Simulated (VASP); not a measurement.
An input for Ansatz (written as the equivalent of a VASP run, and not itself run):

Ansatz 0.2 input:
```yaml
crystal:
  lattice:
    - [3.8768204, -0.0000000, 0.0000000]
    - [-1.9384102, 3.3574268, 0.0000000]
    - [0.0000000, 0.0000000, 6.4227502]
  atoms:
    - { symbol: In, position: [0.3333330, 0.6666670, 0.0018183] }
    - { symbol: In, position: [0.6666670, 0.3333330, 0.5018183] }
    - { symbol: P, position: [0.3333330, 0.6666670, 0.3731817] }
    - { symbol: P, position: [0.6666670, 0.3333330, 0.8731817] }
kpoints:
  mp_grid: { grid: [7, 7, 4] }
hamiltonian:
  xc: pbesol
  pseudopotentials: { kind: paw }
scf:
  occupations: { method: gaussian, width: 0.05 }
  max_iter: 100
relax:
  max_steps: 40
  f_tol: 0.02
  cell: { p_target: 20 }
output: { forces: true, stress: true, eigenvalues: true }
```

### Question
Translate this input to VASP (INCAR, KPOINTS, POSCAR, choice of POTCAR).

### Answer
Several could match; the one computed here: 
### INCAR
```
! general
SYSTEM  = InP
PREC    = Accurate
ENCUT   = 500
LREAL   = .False.
LASPH   = .True.

! electronic loop
EDIFF   = 1E-6
NELM    = 100
ALGO    = Normal
LMAXMIX = 4

! smearing
ISMEAR  = 0
SIGMA   = 0.05

! functional
GGA     = PS

! ions
IBRION  = 2
NSW     = 40
ISIF    = 3
EDIFFG  = -0.02
PSTRESS = 200

! output
LWAVE   = .False.
LCHARG  = .False.
```

KPOINTS:
```
K-points
0
Gamma
 7 7 4
0 0 0
```

### POSCAR
```
InP
1
    3.8768203920    -0.0000000001    -0.0000000000
   -1.9384101963     3.3574268247     0.0000000000
    0.0000000000    -0.0000000000     6.4227501749
In P
2 2
Direct
  0.3333330000   0.6666670000   0.0018183237
  0.6666670000   0.3333330000   0.5018183237
  0.3333330000   0.6666670000   0.3731816763
  0.6666670000   0.3333330000   0.8731816763
```

POTCAR, in this order: In_d P (PBE.64 set). Program: vasp_std.

What does not carry over: each code has its own PAW files, so the cut-off isn't converted (ENCUT is set for VASP's; basis.ecutwfc is left out, and Ansatz then takes the one that its files recommend); Ansatz stops its SCF on the density residual and VASP on the energy change (EDIFF).

The structure was generated: InP was put into the wurtzite type (P6_3mc), which need not be its known phase. It was relaxed first under an external pressure of 20 GPa.
